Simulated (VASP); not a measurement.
Output of a VASP run:

**OUTCAR**
```
 ion  position               nearest neighbor table
   1  0.000  0.000  0.000-   2 2.12   2 2.15   2 2.15   2 2.18   2 2.18   2 2.30
   2  0.480  0.520  0.520-   1 2.12   1 2.15   1 2.15   1 2.18   1 2.18   1 2.30
  LATTYP: Found a face centered orthorhombic cell.
 ALAT       =     4.2949340000
 B/A-ratio  =     1.0160482094
 C/A-ratio  =     1.0297587809
 Subroutine PRICEL returns:
 Original cell was already a primitive cell.
 Subroutine GETGRP returns: Found  4 space group operations
The static configuration has the point symmetry C_2v.
The dynamic configuration has the point symmetry C_2v.
 Subroutine INISYM returns: Found  4 space group operations
 Subroutine IBZKPT returns following result:
 Found    343 irreducible k-points:

 Following reciprocal coordinates:
            Coordinates               Weight
  0.000000  0.000000  0.000000      1.000000
  0.076923  0.000000  0.000000      8.000000
  0.153846  0.000000  0.000000      8.000000
  0.230769  0.000000  0.000000      8.000000
  0.307692  0.000000  0.000000      8.000000
  0.384615  0.000000  0.000000      8.000000
  0.461538  0.000000  0.000000      8.000000
  0.076923  0.076923  0.000000      2.000000
  0.153846  0.076923  0.000000      8.000000
  0.230769  0.076923 -0.000000      8.000000
  0.307692  0.076923  0.000000      8.000000
  0.384615  0.076923 -0.000000      8.000000
  0.461538  0.076923  0.000000      8.000000
 -0.461538  0.076923 -0.000000      8.000000
 -0.384615  0.076923 -0.000000      8.000000
 -0.307692  0.076923  0.000000      8.000000
 -0.230769  0.076923  0.000000      8.000000
 -0.153846  0.076923 -0.000000      8.000000
 -0.076923  0.076923 -0.000000      4.000000
  0.153846  0.153846  0.000000      2.000000
  0.230769  0.153846 -0.000000      8.000000
  0.307692  0.153846  0.000000      8.000000
  0.384615  0.153846  0.000000      8.000000
  0.461538  0.153846 -0.000000      8.000000
 -0.461538  0.153846  0.000000      8.000000
 -0.384615  0.153846  0.000000      8.000000
 -0.307692  0.153846 -0.000000      8.000000
 -0.230769  0.153846  0.000000      8.000000
 -0.153846  0.153846  0.000000      4.000000
  0.230769  0.230769  0.000000      2.000000
  0.307692  0.230769  0.000000      8.000000
  0.384615  0.230769  0.000000      8.000000
  0.461538  0.230769  0.000000      8.000000
 -0.461538  0.230769 -0.000000      8.000000
 -0.384615  0.230769  0.000000      8.000000
 -0.307692  0.230769 -0.000000      8.000000
 -0.230769  0.230769  0.000000      4.000000
  0.307692  0.307692  0.000000      2.000000
  0.384615  0.307692 -0.000000      8.000000
  0.461538  0.307692 -0.000000      8.000000
   k-points           NKPTS =    343   k-points in BZ     NKDIM =    343   number of bands    NBANDS=     12
   number of dos      NEDOS =    301   number of ions     NIONS =      2
   total plane-waves  NPLWV =  13824
   dimension x,y,z NGX =    24 NGY =   24 NGZ =   24
   dimension x,y,z NGXF=    24 NGYF=   24 NGZF=   24
   ions per type =               1   1
   PREC   = single    normal or accurate (medium, high low for compatibility)
   ISTART =      0    job   : 0-new  1-cont  2-samecut
   ICHARG =      2    charge: 1-file 2-atom 10-const
   ISPIN  =      1    spin polarized calculation?
   LNONCOLLINEAR =      F non collinear calculations
   LSORBIT =      F    spin-orbit coupling
   INIWAV =      1    electr: 0-lowe 1-rand  2-diag
   ENCUT  =  520.0 eV  38.22 Ry    6.18 a.u.   5.69  5.78  5.73*2*pi/ulx,y,z
   NELM   =    100;   NELMIN=  2; NELMDL= -5     # of ELM steps
   EDIFF  = 0.1E-05   stopping-criterion for ELM
   LREAL  =      F    real-space projection
   NLSPLINE    = F    spline interpolate recip. space projectors
   LMAXMIX     =    4 max onsite mixed and CHGCAR
   VOSKOWN=      0    Vosko Wilk Nusair interpolation
   EDIFFG = 0.1E-04   stopping-criterion for IOM
   NSW    =      0    number of steps for IOM
...
```

### OSZICAR
```
       N       E                     dE             d eps       ncg     rms          rms(c)
DAV:   1     0.120116059631E+03    0.12012E+03   -0.84645E+03  8236   0.159E+03
DAV:   2    -0.139645151349E+02   -0.13408E+03   -0.12747E+03  8536   0.383E+02
DAV:   3    -0.238370502622E+02   -0.98725E+01   -0.94412E+01 10696   0.987E+01
DAV:   4    -0.243227777561E+02   -0.48573E+00   -0.48447E+00 11032   0.206E+01
DAV:   5    -0.243381347064E+02   -0.15357E-01   -0.15355E-01 11012   0.329E+00    0.184E+01
DAV:   6    -0.193720239306E+02    0.49661E+01   -0.32847E+01  9812   0.702E+01    0.732E+00
DAV:   7    -0.187136791252E+02    0.65834E+00   -0.51502E+00  9980   0.288E+01    0.482E+00
DAV:   8    -0.186757155334E+02    0.37964E-01   -0.14209E-01  9080   0.493E+00    0.312E+00
DAV:   9    -0.186716526940E+02    0.40628E-02   -0.18491E-01  9064   0.552E+00    0.828E-01
DAV:  10    -0.186682575415E+02    0.33952E-02   -0.17573E-02 12040   0.186E+00    0.609E-01
DAV:  11    -0.186663581736E+02    0.18994E-02   -0.79888E-03  8672   0.140E+00    0.129E-01
DAV:  12    -0.186663613608E+02   -0.31872E-05   -0.44908E-04  9644   0.277E-01    0.394E-02
DAV:  13    -0.186663485031E+02    0.12858E-04   -0.25080E-05 11016   0.634E-02    0.129E-02
DAV:  14    -0.186663470375E+02    0.14655E-05   -0.18387E-06  7392   0.140E-02    0.281E-03
DAV:  15    -0.186663469572E+02    0.80359E-07   -0.21682E-07  4488   0.602E-03
   1 F= -.18666347E+02 E0= -.18666367E+02  d E =0.586514E-04
```

### OUTCAR
```
------------------------ aborting loop because EDIFF is reached ----------------------------------------
  FORCE on cell =-STRESS in cart. coord.  units (eV):
  Direction    XX          YY          ZZ          XY          YZ          ZX
  --------------------------------------------------------------------------------------
  Total       -0.9189108      0.2054307     -0.5686298      0.0000000      0.0000000      0.0000000
  in kB      -71.0435426     15.8824160    -43.9623515      0.0000000      0.0000000      0.0000000
  external PRESSURE =     -33.0411594 kB  Pullay stress =       0.0000000 kB
  volume of cell :       20.72
      direct lattice vectors                 reciprocal lattice vectors
     0.000000000  2.147467000  2.181930000    -0.226103873  0.232832449  0.229154922
     2.211373000  0.000000000  2.181930000     0.226103873 -0.232832449  0.229154922
     2.211373000  2.147467000  0.000000000     0.226103873  0.232832449 -0.229154922
 POSITION                                       TOTAL-FORCE (eV/Angst)
 -----------------------------------------------------------------------------------
      0.00000      0.00000      0.00000         0.645850      0.000000      0.000000
      2.29867      2.14747      2.18193        -0.645850      0.000000      0.000000
 -----------------------------------------------------------------------------------
    total drift:                                0.000263      0.000002      0.000004
  FREE ENERGIE OF THE ION-ELECTRON SYSTEM (eV)
  ---------------------------------------------------
  free  energy   TOTEN  =       -18.6663469572 eV

  energy  without entropy=      -18.6664056086  energy(sigma->0) =      -18.66636651
```
(Selected blocks of OUTCAR.)

File POSCAR:
```
TiC
1
    0.0000000000     2.1474670000     2.1819300000
    2.2113730000     0.0000000000     2.1819300000
    2.2113730000     2.1474670000     0.0000000000
Ti C
1 1
Direct
  0.0000000000   0.0000000000   0.0000000000
  0.4802620000   0.5197380000   0.5197380000
```

Problem. Write an INCAR and KPOINTS that could have produced this output.

Solution. One answer among several that fit: the input of the run itself, PBE GGA, plane waves, VASP's PBE PAW potentials (set 64).

### INCAR
```
SYSTEM=TiC
LCHARG=.FALSE.
GGA=PE
NELM=100   ! most electronic steps
SIGMA=0.1   ! width (eV)
LASPH=.TRUE.   ! aspherical one-centre terms
ENCUT=520   ! plane-wave cut-off (eV)
LREAL=.FALSE.   ! projection in real space or not
LWAVE=.FALSE.
ISMEAR=1   ! Methfessel-Paxton
ALGO=Normal   ! blocked Davidson
PREC=Single
LMAXMIX=4   ! l cut-off of mixed one-centre charges
ISIF=2   ! forces and stress, cell fixed
EDIFF=1E-6
```

**KPOINTS**
```
K-points
0
gamma
13 13 13
```

POTCAR, in this order: Ti_sv C (PBE.64 set). Program: vasp_std.

The compound is TiC in the rock salt structure. The cell was not relaxed at this level, atoms are displaced from their ideal sites. The run is one of a series of settings (PREC = Single against the base run), some of them coarse on purpose.
